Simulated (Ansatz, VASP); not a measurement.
## BaTiO3: VASP beside Ansatz

One calculation is typed for both programs; each brings its own data sets. How far apart do they land? The cell is taken from a series of runs on this material, whose earlier steps may have relaxed, scaled, displaced or heated it; both programs get it as it stands.

Method: plane waves, with VASP 6.6.1 beside it; zone-centre phonons at LDA, in Ansatz 0.2.0.

## Step 1: The structure

Symmetry: R3m, No. 160, trigonal system. Conventional cell: a = 5.611 Å, b = 5.611 Å, c = 6.893 Å, α = 90.00°, β = 90.00°, γ = 120.00°. Nearest to O lie 2 Ti at 1.88 to 2.10 Å and 4 Ba at 2.75 to 2.88 Å. Ti has 6 O at 1.88 to 2.10 Å nearest. Ba has 12 O at 2.75 to 2.88 Å nearest. Farther neighbours and most contacts between anions are not listed.

Coordinates:

```cif
data_structure
_symmetry_space_group_name_H-M 'R3m:H'
_symmetry_Int_Tables_number 160
_cell_length_a 5.6108
_cell_length_b 5.6108
_cell_length_c 6.8927
_cell_angle_alpha 90.000
_cell_angle_beta 90.000
_cell_angle_gamma 120.000
_cell_volume 187.92
loop_
_atom_site_label
_atom_site_type_symbol
_atom_site_symmetry_multiplicity
_atom_site_Wyckoff_symbol
_atom_site_fract_x
_atom_site_fract_y
_atom_site_fract_z
_atom_site_occupancy
O1 O 9 b 0.49797 0.99595 0.01145 1
Ti1 Ti 3 a 0.33333 0.66667 0.15391 1
Ba1 Ba 3 a 0.33333 0.66667 0.66429 1
```

## Step 2: VASP: zone-centre phonons, LDA

Second derivatives magnify differences that forces hide, and they need a tight electronic threshold.

Lines of VASP's logs that name or quote its potential files are left out, and so is its time.

The input, INCAR:

```
SYSTEM = BaTiO3
PREC = Accurate
ENCUT = 600
EDIFF = 1E-08
NELM = 120
ISMEAR = 0
SIGMA = 0.01
LREAL = .FALSE.
ALGO = Normal
GGA = CA
NBANDS = 26
LASPH = .TRUE.
LORBIT = 11
LWAVE = .FALSE.
LCHARG = .FALSE.
ISIF = 2
IBRION = 8
LEPSILON = .TRUE.
GGA_COMPAT = .FALSE.
EFERMI = MIDGAP
KPAR = 2
```

The input, POSCAR:

```
BaTiO3
1.0
    2.8053785707      1.6196860730      2.2975622775
   -2.8053785707      1.6196860730      2.2975622775
    0.0000000000     -3.2393721460      2.2975622775
O Ti Ba
3 1 1
Direct
    0.5094192367      0.5094192367      0.0154972833
    0.0154972833      0.5094192367      0.5094192367
    0.5094192367      0.0154972833      0.5094192367
    0.4872448763      0.4872448763      0.4872448763
    0.9976193670      0.9976193670      0.9976193670
```

The input, KPOINTS:

```
Automatic mesh
0
Gamma
9 9 9
0 0 0
```

The projector-augmented-wave data sets are O, Ti_sv and Ba_sv (LDA family, release 64).

On the command line:

```bash
> mpirun -np 2 vasp_std
```

Numbers of over 12 decimals in the logs are rounded to 6 here.

The program printed:

```text
[banner, memory and clock lines left out]
running    2 mpi-ranks, on    1 nodes
 distrk:  each k-point on    1 cores,    2 groups
 distr:  one band on    1 cores,    1 groups

 POSCAR found type information on POSCAR O TiBa
 POSCAR found :  3 types and       5 ions
 LDA part: xc-table for (Slater(with rela. corr.)+CA(PZ))
 , standard interpolation
 POSCAR, INCAR and KPOINTS ok, starting setup
 FFT: planning ... GRIDC
 FFT: planning ... GRID_SOFT
 FFT: planning ... GRID
 WAVECAR not read
 entering main loop
       N       E                     dE             d eps       ncg     rms          rms(c)
DAV:   1     0.469315454273E+03    0.46932E+03   -0.23075E+04  4420   0.186E+03
DAV:   2    -0.235831531237E+01   -0.47167E+03   -0.45637E+03  5140   0.483E+02
DAV:   3    -0.520256022743E+02   -0.49667E+02   -0.48764E+02  6096   0.148E+02
DAV:   4    -0.544141684935E+02   -0.23886E+01   -0.23851E+01  6720   0.290E+01
DAV:   5    -0.544803270692E+02   -0.66159E-01   -0.66146E-01  6050   0.385E+00    0.238E+01
DAV:   6    -0.444845686582E+02    0.99958E+01   -0.63712E+01  6648   0.736E+01    0.104E+01
DAV:   7    -0.443633320764E+02    0.12124E+00   -0.11423E+01  5918   0.254E+01    0.710E+00
DAV:   8    -0.441700545009E+02    0.19328E+00   -0.98495E-01  5738   0.943E+00    0.283E+00
DAV:   9    -0.441855502071E+02   -0.15496E-01   -0.23203E-01  6210   0.322E+00    0.115E+00
DAV:  10    -0.441711362229E+02    0.14414E-01   -0.96319E-02  5724   0.330E+00    0.323E-01
DAV:  11    -0.441704390939E+02    0.69713E-03   -0.42479E-03  5368   0.503E-01    0.878E-02
DAV:  12    -0.441704340324E+02    0.50616E-05   -0.43617E-04  5230   0.212E-01    0.295E-02
DAV:  13    -0.441704175342E+02    0.16498E-04   -0.80077E-05  6896   0.745E-02    0.126E-02
DAV:  14    -0.441704172811E+02    0.25310E-06   -0.45558E-06  5978   0.154E-02    0.216E-03
DAV:  15    -0.441704172676E+02    0.13483E-07   -0.24694E-07  6026   0.344E-03    0.967E-04
DAV:  16    -0.441704172596E+02    0.80486E-08   -0.26244E-08  4398   0.154E-03
   1 F= -.44170417E+02 E0= -.44170417E+02  d E =0.000000E+00
 Linear response reoptimize wavefunctions to high precision
DAV:   1    -0.441704172574E+02    0.22219E-08   -0.14421E-08  6330   0.100E-03
DAV:   2    -0.441704172574E+02   -0.66393E-10   -0.95622E-10  2840   0.230E-04
 Linear response G [H, r] |phi>, progress :
  Direction:   1
       N       E                     dE             d eps       ncg     rms
RMM:   1    -0.171178011925E+03   -0.17118E+03   -0.18298E+03  6467   0.651E+02
RMM:   2    -0.143851966617E+03    0.27326E+02   -0.10892E+02  8225   0.650E+01
RMM:   3    -0.147636205333E+03   -0.37842E+01   -0.30946E+01 10956   0.209E+01
RMM:   4    -0.148267089452E+03   -0.63088E+00   -0.72289E+00 11658   0.972E+00
RMM:   5    -0.148553423075E+03   -0.28633E+00   -0.31007E+00 11858   0.531E+00
RMM:   6    -0.148662642138E+03   -0.10922E+00   -0.13236E+00 11774   0.315E+00
RMM:   7    -0.148719393376E+03   -0.56751E-01   -0.68628E-01 11754   0.197E+00
RMM:   8    -0.148741769381E+03   -0.22376E-01   -0.35917E-01 11703   0.129E+00
RMM:   9    -0.148753453645E+03   -0.11684E-01   -0.98862E-02 11691   0.868E-01
RMM:  10    -0.148764449056E+03   -0.10995E-01   -0.10820E-01 11653   0.622E-01
RMM:  11    -0.148772296426E+03   -0.78474E-02   -0.29615E-02 11565   0.444E-01
RMM:  12    -0.148776434789E+03   -0.41384E-02   -0.55843E-02 11545   0.331E-01
RMM:  13    -0.148779710388E+03   -0.32756E-02   -0.19717E-02 11523   0.250E-01
RMM:  14    -0.148781981694E+03   -0.22713E-02   -0.32790E-02 11504   0.194E-01
[...]
RMM:  20    -0.148786593125E+03   -0.24995E-03   -0.54826E-03 11245   0.671E-02
RMM:  21    -0.148786665532E+03   -0.72407E-04   -0.22415E-03 11182   0.612E-02
RMM:  22    -0.148786789040E+03   -0.12351E-03   -0.17057E-03 11173   0.569E-02
RMM:  23    -0.148786810724E+03   -0.21683E-04   -0.16383E-03 11149   0.535E-02
RMM:  24    -0.148786879114E+03   -0.68390E-04   -0.30190E-04 11141   0.508E-02
RMM:  25    -0.148786874595E+03    0.45188E-05   -0.13074E-03 11149   0.487E-02
RMM:  26    -0.148786879403E+03   -0.48082E-05   -0.58902E-04 11168   0.473E-02
RMM:  27    -0.148786865312E+03    0.14091E-04   -0.47407E-04 11191   0.463E-02
 Linear response G [H, r] |phi>, progress :
  Direction:   2
       N       E                     dE             d eps       ncg     rms
RMM:   1    -0.184086089860E+03   -0.18409E+03   -0.15246E+03  6493   0.668E+02
RMM:   2    -0.152815115410E+03    0.31271E+02   -0.12157E+02  8036   0.712E+01
RMM:   3    -0.157661827511E+03   -0.48467E+01   -0.38762E+01 10974   0.239E+01
[...]
Born effective charge ion    1 direction 3 :   0.000   1.475  -2.846
 Linear response progress:
  Degree of freedom:   4/  7
       N       E                     dE             d eps       ncg     rms          rms(c)
RMM:   1    -0.765663898289E+00   -0.76566E+00    0.93466E+00 19151   0.917E+01
RMM:   2    -0.732919100806E+00    0.32745E-01   -0.16510E-01 32770   0.309E+00    0.281E-01
RMM:   3    -0.731480961903E+00    0.14381E-02   -0.25419E-02 40336   0.784E-01    0.155E-01
RMM:   4    -0.731429900018E+00    0.51062E-04   -0.12200E-02 44671   0.377E-01    0.517E-02
RMM:   5    -0.731694484822E+00   -0.26458E-03   -0.19440E-03 47965   0.166E-01    0.261E-02
[...]
RMM:   6    -0.763759885496E+00   -0.61075E-03   -0.36998E-04 10948   0.836E-02    0.914E-03
RMM:   7    -0.763942680592E+00   -0.18280E-03   -0.11259E-04 11118   0.425E-02    0.325E-03
RMM:   8    -0.764051495836E+00   -0.10882E-03   -0.36771E-05 10938   0.235E-02    0.135E-03
RMM:   9    -0.764065264632E+00   -0.13769E-04   -0.17014E-05 11145   0.133E-02    0.626E-04
RMM:  10    -0.764083280272E+00   -0.18016E-04   -0.70509E-06 10996   0.832E-03    0.302E-04
RMM:  11    -0.764071278482E+00    0.12002E-04   -0.62207E-06 11045   0.534E-03    0.389E-04
RMM:  12    -0.764076799089E+00   -0.55206E-05   -0.45474E-06 11051   0.374E-03    0.208E-04
RMM:  13    -0.764080294615E+00   -0.34955E-05   -0.42676E-06 11337   0.271E-03    0.122E-04
RMM:  14    -0.764080259596E+00    0.35019E-07   -0.28703E-06 11328   0.212E-03    0.153E-04
[...]
RMM:  23    -0.764084650648E+00   -0.65126E-07   -0.12490E-06 11062   0.114E-03    0.111E-05
RMM:  24    -0.764084687642E+00   -0.36994E-07   -0.11357E-06 11347   0.112E-03    0.869E-06
RMM:  25    -0.764084678620E+00    0.90218E-08   -0.10141E-06 11316   0.111E-03    0.799E-06
RMM:  26    -0.764084680466E+00   -0.18459E-08   -0.11688E-06 11190   0.110E-03    0.973E-06
RMM:  27    -0.764084667128E+00    0.13338E-07   -0.98052E-07 11101   0.109E-03    0.132E-05
RMM:  28    -0.764084677274E+00   -0.10147E-07   -0.13811E-06 11041   0.108E-03    0.135E-05
RMM:  29    -0.764084680376E+00   -0.31021E-08   -0.11826E-06 10984   0.108E-03    0.147E-05
RMM:  30    -0.764084682179E+00   -0.18024E-08   -0.96710E-07 11021   0.107E-03    0.155E-05
 first order change of Fermi-energy  -0.20049E+01
 force on displaced ion       4 direction 3 :  -0.000  -0.000  -8.486
 Born effective charge ion    4 direction 3 :   0.000   0.000   5.799
 Linear response progress:
  Degree of freedom:   6/  7
       N       E                     dE             d eps       ncg     rms          rms(c)
RMM:   1    -0.193166116074E+00   -0.19317E+00    0.11838E-01 42753   0.187E+00
RMM:   2    -0.196499927797E+00   -0.33338E-02   -0.37792E-02 42211   0.524E-01    0.687E-02
RMM:   3    -0.197065723110E+00   -0.56580E-03   -0.84323E-03 45162   0.231E-01    0.568E-02
RMM:   4    -0.197199104253E+00   -0.13338E-03   -0.13949E-03 45491   0.106E-01    0.265E-02
RMM:   5    -0.197393839359E+00   -0.19474E-03   -0.35036E-04 46733   0.520E-02    0.109E-02
RMM:   6    -0.197434333982E+00   -0.40495E-04   -0.76738E-05 47867   0.268E-02    0.639E-03
RMM:   7    -0.197498885958E+00   -0.64552E-04   -0.38209E-05 49001   0.162E-02    0.263E-03
RMM:   8    -0.197469385218E+00    0.29501E-04   -0.18696E-05 47507   0.109E-02    0.178E-03
RMM:   9    -0.197474070238E+00   -0.46850E-05   -0.15522E-05 50620   0.712E-03    0.971E-04
RMM:  10    -0.197478560763E+00   -0.44905E-05   -0.42053E-06 50353   0.472E-03    0.178E-04
RMM:  11    -0.197478552804E+00    0.79590E-08   -0.36667E-06 49665   0.350E-03    0.240E-04
RMM:  12    -0.197478790041E+00   -0.23724E-06   -0.71701E-07 50790   0.273E-03    0.256E-04
RMM:  13    -0.197479780163E+00   -0.99012E-06    0.20953E-08 48805   0.227E-03    0.721E-05
RMM:  14    -0.197480635216E+00   -0.85505E-06    0.18205E-06 49659   0.192E-03    0.291E-05
RMM:  15    -0.197480706631E+00   -0.71416E-07   -0.13224E-07 50626   0.166E-03    0.316E-05
RMM:  16    -0.197480853855E+00   -0.14722E-06   -0.14363E-07 49830   0.148E-03    0.320E-05
RMM:  17    -0.197480853241E+00    0.61448E-09    0.36210E-07 49976   0.136E-03    0.609E-05
RMM:  18    -0.197480778796E+00    0.74445E-07    0.10587E-06 48784   0.126E-03    0.103E-04
RMM:  19    -0.197480805100E+00   -0.26304E-07    0.45269E-07 49483   0.118E-03    0.115E-04
RMM:  20    -0.197480807427E+00   -0.23273E-08    0.89709E-07 48179   0.112E-03    0.130E-04
RMM:  21    -0.197480893251E+00   -0.85824E-07    0.22806E-07 47428   0.107E-03    0.121E-04
 first order change of Fermi-energy  -0.14439E-02
 force on displaced ion       5 direction 1 :  -6.794  -0.002  -0.000
 Born effective charge ion    5 direction 1 :   2.787   0.000   0.000
 Linear response progress:
  Degree of freedom:   7/  7
       N       E                     dE             d eps       ncg     rms          rms(c)
RMM:   1    -0.193144365664E+00   -0.19314E+00    0.11756E-01  9780   0.186E+00
RMM:   2    -0.196405350844E+00   -0.32610E-02   -0.37379E-02  9568   0.519E-01    0.733E-02
RMM:   3    -0.196989480578E+00   -0.58413E-03   -0.88365E-03 10145   0.235E-01    0.606E-02
RMM:   4    -0.197065558732E+00   -0.76078E-04   -0.15021E-03  9926   0.110E-01    0.420E-02
RMM:   5    -0.197281673191E+00   -0.21611E-03   -0.35708E-04  9818   0.692E-02    0.133E-02
RMM:   6    -0.197334651949E+00   -0.52979E-04   -0.91954E-05 10509   0.313E-02    0.759E-03
RMM:   7    -0.197401065473E+00   -0.66414E-04   -0.39265E-05 10922   0.189E-02    0.153E-03
RMM:   8    -0.197387101091E+00    0.13964E-04   -0.12663E-05 10904   0.118E-02    0.160E-03
RMM:   9    -0.197393043759E+00   -0.59427E-05   -0.13124E-05 11372   0.763E-03    0.882E-04
RMM:  10    -0.197396185416E+00   -0.31417E-05   -0.54086E-06 11322   0.493E-03    0.351E-04
RMM:  11    -0.197396028443E+00    0.15697E-06   -0.34937E-06 11031   0.362E-03    0.283E-04
RMM:  12    -0.197396983480E+00   -0.95504E-06   -0.21837E-06 11351   0.268E-03    0.207E-04
RMM:  13    -0.197397455213E+00   -0.47173E-06   -0.15658E-06 11454   0.212E-03    0.151E-04
RMM:  14    -0.197397863164E+00   -0.40795E-06   -0.87981E-07 11046   0.178E-03    0.144E-04
RMM:  15    -0.197398864722E+00   -0.10016E-05   -0.78266E-07 10989   0.157E-03    0.639E-05
RMM:  16    -0.197398788099E+00    0.76623E-07   -0.85714E-07 11164   0.137E-03    0.259E-05
RMM:  17    -0.197398743805E+00    0.44294E-07   -0.74993E-07 11457   0.124E-03    0.373E-05
RMM:  18    -0.197398718716E+00    0.25089E-07   -0.87724E-07 11412   0.115E-03    0.634E-05
RMM:  19    -0.197398729627E+00   -0.10911E-07   -0.42733E-07 10784   0.108E-03    0.757E-05
RMM:  20    -0.197398740184E+00   -0.10557E-07   -0.76299E-07 11101   0.102E-03    0.865E-05
RMM:  21    -0.197398792174E+00   -0.51990E-07   -0.49890E-07 11163   0.986E-04    0.831E-05
RMM:  22    -0.197398803947E+00   -0.11773E-07   -0.77302E-07 11287   0.954E-04    0.876E-05
 first order change of Fermi-energy  -0.56053E-01
 force on displaced ion       5 direction 3 :   0.000  -0.000  -6.889
 Born effective charge ion    5 direction 3 :   0.000   0.000   2.743
 Born effective charges drift removed
 Linear response finished
```

(Part 1 of 3 ends here.)

[Lines on the potential files, build, host, timing and source positions are cut from VASP's logs without a mark.]

[Logs are printed without paths, hosts, clocks, repeated set-up lines and the standing remarks that a program may print on its own settings, such as how far it seeks lower states.]

[Hosts, paths, dates, database ids (printed as entryN), source tags and the programs' standing remarks are cut or masked in the printed files.]
